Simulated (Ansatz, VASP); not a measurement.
# Te (Te/Nb(100)): VASP beside Ansatz

Aim: how closely do two programs agree when they are given the same cell, functional and k mesh? The cell is taken from a series of runs on this material, whose earlier steps may have relaxed, scaled, displaced or heated it; both programs get it as it stands.

Main program and level: Ansatz 0.2.0; plane waves, with VASP 6.6.1 beside it; single point at PBE.

### 1. The starting structure

The cell holds 1 atom: 1 Te. Its edges and angles: a = 6.600 Å, b = 6.600 Å, c = 27.145 Å, α = 90.0°, β = 90.0°, γ = 90.0°. Vacuum lies along c.

As a file:

```cif
data_structure
_symmetry_space_group_name_H-M 'P 1'
_symmetry_Int_Tables_number 1
_cell_length_a 6.6000
_cell_length_b 6.6000
_cell_length_c 27.1451
_cell_angle_alpha 90.000
_cell_angle_beta 90.000
_cell_angle_gamma 90.000
_cell_volume 1182.44
loop_
_atom_site_label
_atom_site_type_symbol
_atom_site_fract_x
_atom_site_fract_y
_atom_site_fract_z
_atom_site_occupancy
Te1 Te 0.25000 0.00000 0.65793 1
```

### 2. Ansatz: single point, PBE

Ansatz runs on its default PAW (the set named soft_2) files.

A single point gives forces, pressure and levels at one fixed geometry, so differences don't come from the geometry; what else differs is listed under the comparison.

input.yaml

```yaml
crystal:
  lattice:
    - [6.6, 0.0, 0.0]
    - [0.0, 6.6, 0.0]
    - [0.0, 0.0, 27.1450980214]
  atoms:
    - { symbol: Te, position: [0.25, 0.0, 0.6579297116], spin: 1.0 }
magnetization:
  spin_polarized: true
kpoints:
  mp_grid: { grid: [5, 5, 1] }
hamiltonian:
  xc: pbe
scf:
  occupations: { method: fermi_dirac, width: 0.1 }
  convergence: { dr2_threshold: 1.0e-08 }
efield:
  axis: 3
  dipole_correction: true
  ramp_position: 0.97
  ramp_width: 0.06
output:
  write_potential: true
  write_density: true
  volumetric_format: npy
```

Run with:

```
$ ansatz run input.yaml --threads 4 --pin off --max-ram 12288MiB --backend cpu --events-out ev --progress --plain --runs-dir out
```

Numbers of over 12 decimals in the logs are rounded to 6 here.

The log of the run:

```text
Engine: ansatz 0.2.0, aarch64-unknown-linux-gnu
Pseudopotentials: kind: paw
Pseudopotential: Te, paw, valence charge 16, recommended cutoff 420 eV (normal), Te.paw.azcp
Functional definition: PBE
  parameter kappa = 0.804
  parameter beta = 0.066725
  exchange = pbe_x(kappa = kappa, mu = beta*pi^2/3)
  correlation = pbe_c(beta = beta)
Crystal: 1 atoms, lattice volume = 1182.440 Å³
Basis set: ecut = 420 eV, 23051 PW (Γ)
Bands: 13, of which v1, the nominal top of the filled ones, is band 8 counted from 1 (7 counted from 0)
Symmetry: 8 space group operations
k-points: 6 of 25
Non-local potential: Te, projectors of the file, l = 0: 2, l = 1: 2, l = 2: 2, l = 3: 2
PAW form: soft (Blöchl's): semilocal exchange-correlation on the pseudo side does not see the compensation charge
PAW one-centre angular grid: Te, 590 points (default); XC on 64 Gauss nodes
Initial density: superposition of atomic densities (neutral atoms: chi_scale 0, normalization atom)
Starting moments: Σ|m| = 1 μB on 1 of 1 site
Initial wavefunctions: pseudopotential atomic-orbital guess
Functional: x = pbe(κ = 0.804, μ = 0.219515), c = pbe(β = 0.066725)
iter 1 solved again at ethr=5.62e-7 eV; its pass at ethr=3.10e-3 eV (dr2=9.00e-5 eV) is discarded
SCF iter   1: F=—  HF=-6977.217817 eV  |F-HF|=—  |Δ(HF+E_count)|=         —  Δρ=7.37e-3 (↑7.36e-3 ↓7.37e-3)  dr2=3.31e-5  dr2_m=5.88e-1  M=1.541 μB ∫|m|=1.541 μB  β_m=1.00  ethr=5.62e-7  p=-0.000 e·Å  D=-3.47e-7 V/Å  ΔV_dip=0.00 eV  dr2_dipole=1.12e-13  V_vac-E_F(+/−)=5.84/5.84 eV  ⟨swp⟩=4.2  Hψ=1574  notcnv=0
efield: sawtooth ramp at fractional position 0.9700 (set: `efield.ramp_position`, or a place that a band, a saddle search or an elastic batch's reference lends), width 0.0600; the density the first Hamiltonian is built on has a dipole p = -0.000 e·Å; the dipole correction subtracts the counter field D = -3.47e-7 V/Å, which shifts the + side's vacuum level by +0.00 eV against the − side's; the planar-averaged density in the ramp window peaks in size at 7.5e-7 e/Å³
preconditioner: auto → none  [metal: Δε(μ)=0.007 eV  Ē_g=4.844 eV  σ=0.100 eV  W_gap=0.02  n_scr=46 (ndim 8)  ℏωp=2.2 eV  f_vac=0.880  D(μ)=9.22/eV (n_scr^D=38)  sad-step TF]
SCF iter   2: F=—  HF=-6977.482045 eV  |F-HF|=—  |Δ(HF+E_count)|=   2.64e-1  Δρ=1.33e-3 (↑1.33e-3 ↓1.25e-3)  dr2=4.05e-4  dr2_m=1.79e-2  M=1.999 μB ∫|m|=1.999 μB  β_m=1.00  ethr=2.07e-7  p=-0.000 e·Å  D=-3.83e-7 V/Å  ΔV_dip=0.00 eV  dr2_dipole=6.82e-13  V_vac-E_F(+/−)=5.50/5.50 eV  ⟨swp⟩=4.9  Hψ=484  notcnv=0  κ⁻¹=1.0e0(r=1)
preconditioner: auto → Resta (q_TF=auto, 1.332 Å⁻¹)  ε∞=1.2  [insulator: Δε(μ)=0.865 eV  Ē_g=5.080 eV  σ=0.100 eV  W_gap=0.54  n_scr=46 (ndim 8)  ℏωp=2.2 eV  f_vac=0.880  D(μ)=6.53/eV (n_scr^D=20)  ε∞_Penn≈1.2  vacuum switching on, ρ_ref=1.9e-3 e/Å³]
spin=Collinear: Resta preconditioning applied to the charge; magnetization (m = ρ↑ − ρ↓) channel mixes plain (no charge-response kernel on spin).
SCF iter   3: F=—  HF=-6977.590114 eV  |F-HF|=—  |Δ(HF+E_count)|=   1.08e-1  Δρ=1.59e-4 (↑1.59e-4 ↓1.50e-4)  dr2=1.15e-3  dr2_m=1.36e-4  M=2.000 μB ∫|m|=2.000 μB  β_m=1.00  ethr=2.07e-7  p=-0.000 e·Å  D=-4.34e-7 V/Å  ΔV_dip=0.00 eV  dr2_dipole=4.51e-13  V_vac-E_F(+/−)=5.32/5.32 eV  ⟨swp⟩=3.2  Hψ=384  notcnv=0  κ⁻¹=6.5e-2(r=2)
SCF iter   4: F=—  HF=-6977.622298 eV  |F-HF|=—  |Δ(HF+E_count)|=   3.22e-2  Δρ=2.10e-4 (↑1.28e-4 ↓2.10e-4)  dr2=2.18e-3  dr2_m=4.99e-5  M=2.000 μB ∫|m|=2.000 μB  β_m=1.00  ethr=2.07e-7  p=-0.000 e·Å  D=-3.80e-7 V/Å  ΔV_dip=0.00 eV  dr2_dipole=2.10e-13  V_vac-E_F(+/−)=5.32/5.32 eV  ⟨swp⟩=3.0  Hψ=276  notcnv=0  κ⁻¹=1.2e-2(r=3)
SCF iter   5: F=—  HF=-6977.639352 eV  |F-HF|=—  |Δ(HF+E_count)|=   1.71e-2  Δρ=3.13e-4 (↑1.71e-4 ↓3.13e-4)  dr2=4.37e-3  dr2_m=8.28e-5  M=2.000 μB ∫|m|=2.000 μB  β_m=1.00  ethr=2.07e-7  p=-0.000 e·Å  D=-2.55e-7 V/Å  ΔV_dip=0.00 eV  dr2_dipole=1.81e-14  V_vac-E_F(+/−)=5.32/5.32 eV  ⟨swp⟩=3.4  Hψ=291  notcnv=0  κ⁻¹=4.2e-5(r=4)
SCF iter   6: F=—  HF=-6977.648484 eV  |F-HF|=—  |Δ(HF+E_count)|=   9.13e-3  Δρ=4.47e-4 (↑2.47e-4 ↓4.47e-4)  dr2=8.79e-3  dr2_m=1.42e-4  M=2.000 μB ∫|m|=2.000 μB  β_m=1.00  ethr=2.07e-7  p=-0.000 e·Å  D=-1.93e-7 V/Å  ΔV_dip=0.00 eV  dr2_dipole=6.48e-14  V_vac-E_F(+/−)=5.32/5.32 eV  ⟨swp⟩=3.4  Hψ=294  notcnv=0  κ⁻¹=3.1e-6(r=5)
SCF iter   7: F=—  HF=-6977.654581 eV  |F-HF|=—  |Δ(HF+E_count)|=   6.10e-3  Δρ=6.48e-4 (↑3.72e-4 ↓6.48e-4)  dr2=1.87e-2  dr2_m=2.48e-4  M=2.000 μB ∫|m|=2.000 μB  β_m=1.00  ethr=2.07e-7  p=-0.000 e·Å  D=-3.35e-8 V/Å  ΔV_dip=0.00 eV  dr2_dipole=5.80e-13  V_vac-E_F(+/−)=5.33/5.33 eV  ⟨swp⟩=3.0  Hψ=311  notcnv=0  κ⁻¹=1.0e-6(r=6)
SCF iter   8: F=—  HF=-6977.666584 eV  |F-HF|=—  |Δ(HF+E_count)|=   1.20e-2  Δρ=1.14e-3 (↑7.00e-4 ↓1.14e-3)  dr2=5.99e-2  dr2_m=5.94e-4  M=2.000 μB ∫|m|=2.000 μB  β_m=1.00  ethr=2.07e-7  p=0.000 e·Å  D=4.09e-7 V/Å  ΔV_dip=-0.00 eV  dr2_dipole=3.03e-12  V_vac-E_F(+/−)=5.31/5.31 eV  ⟨swp⟩=3.5  Hψ=342  notcnv=0  κ⁻¹=8.7e-8(r=7)
[...]
SCF iter  12: F=—  HF=-6977.688354 eV  |F-HF|=—  |Δ(HF+E_count)|=   2.82e-3  Δρ=1.40e-3 (↑1.40e-3 ↓1.24e-3)  dr2=1.23e-1  dr2_m=2.66e-4  M=2.000 μB ∫|m|=2.000 μB  β_m=1.00  ethr=2.07e-7  p=0.000 e·Å  D=7.61e-7 V/Å  ΔV_dip=-0.00 eV  dr2_dipole=3.74e-12  V_vac-E_F(+/−)=5.37/5.37 eV  ⟨swp⟩=3.0  Hψ=300  notcnv=0  κ⁻¹=2.0e-9(r=8)
[...]
Mixer restart at iter 16: flushing history
spin-set hold released at iteration 16 (site moments' squared step at or under half its running peak, from the soft ceiling on): the magnetisation degrees of freedom join the quasi-Newton model from the next iteration; the mixer history was flushed
SCF iter  17: F=—  HF=-6977.651876 eV  |F-HF|=—  |Δ(HF+E_count)|=   2.00e-3  Δρ=3.28e-4 (↑5.42e-5 ↓3.28e-4)  dr2=1.30e-3  dr2_m=3.95e-4  M=2.000 μB ∫|m|=2.000 μB  β_m=1.20  ethr=2.07e-7  p=-0.000 e·Å  D=-9.09e-7 V/Å  ΔV_dip=0.00 eV  dr2_dipole=3.99e-13  V_vac-E_F(+/−)=5.22/5.22 eV  ⟨swp⟩=3.0  Hψ=309  notcnv=0  κ⁻¹=1.0e0(r=1)
density mixer auto → broyden: no gap read (density of states about μ 1.56 of a free-electron gas's, 46 screened modes)
SCF iter  18: F=—  HF=-6977.652829 eV  |F-HF|=—  |Δ(HF+E_count)|=   9.53e-4  Δρ=3.85e-4 (↑7.36e-6 ↓3.85e-4)  dr2=2.55e-3  dr2_m=4.10e-4  M=2.000 μB ∫|m|=2.000 μB  β_m=1.20  ethr=2.07e-7  p=-0.000 e·Å  D=-9.48e-7 V/Å  ΔV_dip=0.00 eV  dr2_dipole=6.12e-14  V_vac-E_F(+/−)=5.23/5.23 eV  ⟨swp⟩=3.0  Hψ=279  notcnv=0  κ⁻¹=2.3e-4(r=2)
SCF iter  19: F=—  HF=-6977.653745 eV  |F-HF|=—  |Δ(HF+E_count)|=   9.15e-4  Δρ=2.86e-4 (↑1.37e-5 ↓2.86e-4)  dr2=1.45e-3  dr2_m=2.35e-4  M=2.000 μB ∫|m|=2.000 μB  β_m=1.20  ethr=2.07e-7  p=-0.000 e·Å  D=-7.26e-7 V/Å  ΔV_dip=0.00 eV  dr2_dipole=5.54e-13  V_vac-E_F(+/−)=5.24/5.24 eV  ⟨swp⟩=3.0  Hψ=312  notcnv=0  κ⁻¹=2.1e-4(r=3)
SCF iter  20: F=—  HF=-6977.654839 eV  |F-HF|=—  |Δ(HF+E_count)|=   1.09e-3  Δρ=4.82e-5 (↑1.70e-5 ↓4.82e-5)  dr2=7.04e-5  dr2_m=8.31e-6  M=2.000 μB ∫|m|=2.000 μB  β_m=1.20  ethr=2.07e-7  p=-0.000 e·Å  D=-4.59e-7 V/Å  ΔV_dip=0.00 eV  dr2_dipole=9.51e-13  V_vac-E_F(+/−)=5.27/5.27 eV  ⟨swp⟩=3.6  Hψ=360  notcnv=0  κ⁻¹=9.8e-5(r=4)
SCF iter  21: F=—  HF=-6977.654819 eV  |F-HF|=—  |Δ(HF+E_count)|=   2.03e-5  Δρ=4.89e-5 (↑7.70e-6 ↓4.89e-5)  dr2=4.82e-5  dr2_m=7.67e-6  M=2.000 μB ∫|m|=2.000 μB  β_m=1.20  ethr=2.07e-7  p=-0.000 e·Å  D=-8.18e-7 V/Å  ΔV_dip=0.00 eV  dr2_dipole=2.15e-15  V_vac-E_F(+/−)=5.27/5.27 eV  ⟨swp⟩=1.5  Hψ=223  notcnv=0  κ⁻¹=4.9e-5(r=5)
SCF iter  22: F=—  HF=-6977.654850 eV  |F-HF|=—  |Δ(HF+E_count)|=   3.15e-5  Δρ=2.43e-6 (↑1.09e-6 ↓2.43e-6)  dr2=1.41e-7  dr2_m=2.08e-8  M=2.000 μB ∫|m|=2.000 μB  β_m=1.20  ethr=2.07e-7  p=-0.000 e·Å  D=-9.28e-7 V/Å  ΔV_dip=0.00 eV  dr2_dipole=7.54e-13  V_vac-E_F(+/−)=5.27/5.27 eV  ⟨swp⟩=3.0  Hψ=294  notcnv=0  κ⁻¹=3.4e-5(r=6)
SCF iter  23: F=—  HF=-6977.654853 eV  |F-HF|=—  |Δ(HF+E_count)|=   2.68e-6  Δρ=1.07e-6 (↑5.83e-7 ↓1.07e-6)  dr2=2.12e-8  dr2_m=1.93e-9  M=2.000 μB ∫|m|=2.000 μB  β_m=1.20  ethr=8.84e-10  p=-0.000 e·Å  D=-7.97e-7 V/Å  ΔV_dip=0.00 eV  dr2_dipole=1.71e-13  V_vac-E_F(+/−)=5.27/5.27 eV  ⟨swp⟩=2.5  Hψ=304  notcnv=0  κ⁻¹=2.2e-6(r=7)
SCF iter  24: F=—  HF=-6977.654853 eV  |F-HF|=—  |Δ(HF+E_count)|=   8.84e-8  Δρ=1.08e-6 (↑3.30e-7 ↓1.08e-6)  dr2=1.96e-8  dr2_m=3.28e-9  M=2.000 μB ∫|m|=2.000 μB  β_m=1.20  ethr=1.32e-10  p=-0.000 e·Å  D=-6.83e-7 V/Å  ΔV_dip=0.00 eV  dr2_dipole=3.47e-15  V_vac-E_F(+/−)=5.27/5.27 eV  ⟨swp⟩=3.0  Hψ=304  notcnv=0  κ⁻¹=3.8e-7(r=8)
SCF iter  25: F=-6977.654853 eV  HF=-6977.654853 eV  |F-HF|=2.19e-9  |Δ(HF+E_count)|=   2.62e-8  Δρ=1.64e-7 (↑1.20e-7 ↓1.64e-7)  dr2=4.15e-10  dr2_m=2.75e-11  M=2.000 μB ∫|m|=2.000 μB  ethr=6.25e-11  p=-0.000 e·Å  D=-6.51e-7 V/Å  ΔV_dip=0.00 eV  dr2_dipole=5.26e-18  V_vac-E_F(+/−)=5.27/5.27 eV  ⟨swp⟩=5.5  Hψ=838  notcnv=0
SCF 1 converged in 25 iterations: F = -6977.654853 eV  dr2 = 4.15e-10
  greatest PAW one-centre occupation: 0.998 electrons in one spin orbital (limit 2), on the Te atom at site 0 (counted from 0), in its partial waves of l = 2
WARN: The output density's exchange-correlation potential varies sharply where the density is thin. Do not read a vacuum level from v_tot or v_xc, or from such a field of the output density. On a cell that repeats whose density bears no net charge and no dipole along the vacuum's axis use v_es (v_loc + v_h of the components); under efield.dipole_correction with no amplitude use v_es + v_field, which holds any externa [...]
this state was not tested for a lower state beside it, because the mixer in use, unlike msr1, does not test its closes by its own steps (another_mixer; see scf.mixing.algorithm and scf.lower_state_search)
SCF converged after 25 iterations
Magnetization: 2.0000 μB (9.0000 up, 7.0000 down)
Absolute magnetization: 2.0045 μB (∫|ρ↑−ρ↓|, with the PAW one-centre terms)
Spin contamination: 0.0015 ħ² per cell (⟨S²⟩ above its minimum at these occupations)
Per-site moments (μB) at R_I (Å): [(1.979722, 2.7225)]
Free energy (F): -6977.654853 eV
Harris-Foulkes:  -6977.654853 eV  (|F-HF|=2.19e-9)
Internal energy: -6977.467624 eV  (E = F + TS)
E sigma→0 (E₀):  -6977.561238 eV
Entropy (-TS):   -0.187229 eV (-187.229 meV/atom)
Fermi energy:    -4.891242 eV
Dipole field:    D = -0.000001 V/Å  (p = -0.000004 e·Å, saw-weighted, corrected)
Work function:   Φ+ = 5.2749 eV   Φ− = 5.2749 eV
Levels:          The Fermi level and band energies are counted from a zero that moves with the ramp; work functions are not
--- Per-component energies (eV) ---
  E_band       = -463.959132
  E_kinetic    = 178.874242
  E_local      = -4499.175609  (includes V_loc(G=0)·N_el)
  E_nonlocal   = -310.369624
  E_hartree    = 2323.509795
  E_xc         = -121.746679
  E_vxc        = -100.489722  (∫ρ·V_xc dr)
  E_paw        = -4662.150173  (= ΣΔE_a)
  E_vpaw       = -379.817481  (= ΣTr[D̂ρ^β])
  E_aug_tail   = -0.000186  (compensation charges beyond the density's cutoff)
  E_efield     = 0.000000  (sawtooth field / dipole correction)
  E_vefield    = 0.000045  (∫n·V_field dr)
  E_ewald      = 113.590611
  E_smearing   = -0.187229  (= −TS)
  E_closure    = 0.000000  (closes the sum)
  Σ components = -6977.654853   (vs F -6977.654853, Δ=0.00e0)
--- Band table (eV; the first three rows and the last of 12) ---
  k-point 0 ↑: bands = [... 4 lower, -41.2528, -15.2268, -6.1170, -6.0406, -6.0406, -0.8621, 0.1893, 0.3994, ... 1 higher]
  k-point 1 ↑: bands = [... 4 lower, -41.2528, -15.2262, -6.1137, -6.0706, -6.0380, -0.6745, 0.2926, 0.5403, ... 1 higher]
  k-point 2 ↑: bands = [... 4 lower, -41.2528, -15.2251, -6.1176, -6.1084, -6.0337, -0.2104, 0.5631, 0.6324, ... 1 higher]
  k-point 5 ↓: bands = [... 4 lower, -41.0640, -13.9910, -4.8635, -4.8620, -4.8016, 0.7157, 1.1339, 1.2068, ... 1 higher]
```

Reading the cycles: dr2 is the Hartree energy of the density residual (eV), the measure of convergence; HF is the Harris–Foulkes estimate of the energy, which meets the free energy F at convergence.

(Continued in part 2 of 2.)

[Lines on the potential files, build, host, timing and source positions are cut from VASP's logs without a mark.]

[Logs are printed without paths, hosts, clocks, repeated set-up lines and the standing remarks that a program may print on its own settings, such as how far it seeks lower states.]

[Hosts, paths, dates, database ids (printed as entryN), source tags and the programs' standing remarks are cut or masked in the printed files.]
